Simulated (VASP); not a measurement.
Here is the system:

```
CELL_PARAMETERS angstrom
      3.79981     0.00000     0.00000
     -1.89990     3.29073     0.00000
      0.00000     0.00000    12.42271
ATOMIC_POSITIONS crystal
  Zn 0.66667 0.33333 0.74993
  Zn 0.33333 0.66667 0.24993
  Zn 0.00000 0.00000 0.50000
  Zn 0.00000 0.00000 0.00000
  S  0.66667 0.33333 0.93773
  S  0.33333 0.66667 0.43773
  S  0.00000 0.00000 0.68734
  S  0.00000 0.00000 0.18734
```

Calculation: PBE GGA, VASP's PBE PAW potentials (set 64) (plane waves; VASP 6.6.1). Settings: 300 eV cut-off, 7×7×2 Γ-centred mesh, Gaussian smearing of 0.010 eV, potentials Zn S.

At this cut-off the stress carries a Pulay error, which pulls relaxed volumes low.

**Question.** Give the stress tensor in GPa (positive for a compressed cell).

**Answer.** 
```
2.78  0.00  0.00
0.00  2.78  0.00
0.00  0.00  2.86
```
The pressure is its mean diagonal, 2.81 GPa.

The structure comes from a computed database's ZnS entry; how it stands against other phases isn't given here. The cell was not relaxed at this level.
